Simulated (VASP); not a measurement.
Data:

```xyz
2
Lattice="1.3300 -2.3036 0.0000 1.3300 2.3036 0.0000 0.0000 0.0000 4.9500" Properties=species:S:1:pos:R:3 pbc="T T T"
Zn     1.3300     0.7679     1.2375
Zn     1.3300    -0.7679     3.7125
```

All values below come from PBE GGA with D4 dispersion, VASP's PBE PAW potentials (set 64) (plane waves; VASP). Settings: 520 eV cut-off, 14×14×7 Γ-centred mesh, first-order Methfessel-Paxton smearing of 0.10 eV, potentials Zn.

Energy and stress use the plane-wave basis of the starting cell.

Task: The ions, cell shape and volume are relaxed. Which structure does the run end with?

Result: 
```xyz
2
Lattice="1.3324 -2.3079 0.0000 1.3324 2.3079 0.0000 0.0000 0.0000 4.6759" Properties=species:S:1:pos:R:3 pbc="T T T"
Zn     1.3324     0.7693     1.1690
Zn     1.3324    -0.7693     3.5069
```
Space group P6_3/mmc (194), at a tolerance of 0.03 Å.

Task: How do energy and volume change from the first to the last step?

Result: The energy (σ→0) changes by -11.0 meV/atom and the volume by -5.2 %, in 12 ionic steps.

| step | E(σ→0) (eV) | max force (eV/Å) | pressure (GPa) | volume (Å³) |
|---|---|---|---|---|
| 1 | -2.8471 | 0.000 | -3.00 | 30.33 |
| 2 | -2.8636 | 0.000 | -0.19 | 29.10 |
| 3 | -2.8639 | 0.000 | 0.69 | 28.86 |
| 4 | -2.8639 | 0.000 | 0.46 | 28.92 |
| 5 | -2.8664 | 0.000 | 0.30 | 28.88 |
| 6 | -2.8670 | 0.000 | 0.15 | 28.85 |
| 7 | -2.8680 | 0.000 | 0.11 | 28.81 |
| 8 | -2.8680 | 0.000 | 0.09 | 28.72 |
| 9 | -2.8688 | 0.000 | 0.04 | 28.79 |
| 10 | -2.8692 | 0.000 | 0.05 | 28.75 |
| 11 | -2.8692 | 0.000 | -0.24 | 28.76 |
| 12 | -2.8692 | 0.000 | -0.03 | 28.76 |

The compound is Zn in the hcp structure. This run relaxes it. Symmetry was kept, so distortions that lower it aren't found.
